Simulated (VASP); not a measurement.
```yaml
crystal:
  lattice:
    - [2.28399, -3.95599, 0.00000]
    - [2.28399, 3.95599, 0.00000]
    - [0.00000, 0.00000, 7.24219]
  atoms:
    - { symbol: Mg, position: [0.00000, 0.00000, 0.00000] }
    - { symbol: Mg, position: [0.33333, 0.66667, 0.63369] }
    - { symbol: Mg, position: [0.66667, 0.33333, 0.36631] }
    - { symbol: Sb, position: [0.33333, 0.66667, 0.22841] }
    - { symbol: Sb, position: [0.66667, 0.33333, 0.77159] }
```

Method: r2SCAN meta-GGA, VASP's PBE PAW potentials (set 64) (plane waves; VASP). Numerical set-up: 520 eV cut-off, 6×6×4 Γ-centred mesh, tetrahedra with Blöchl corrections, potentials Mg Sb.

Unless said otherwise, spin-orbit coupling is left out, though it shifts the bands of the heavy elements here.

Predict the energy per atom (σ→0), band gap (over mesh and band path) with the smallest direct gap where there is one.

```yaml
band gap (over mesh and band path): 0.56 eV
smallest direct gap (over mesh and band path): 1.75 eV
energy per atom (σ→0): -13.250 eV/atom
```

The absolute energy has meaning only against runs of the same code, potentials and settings.

The compound is Mg3Sb2 in the a-la2o3 structure. It was relaxed first.
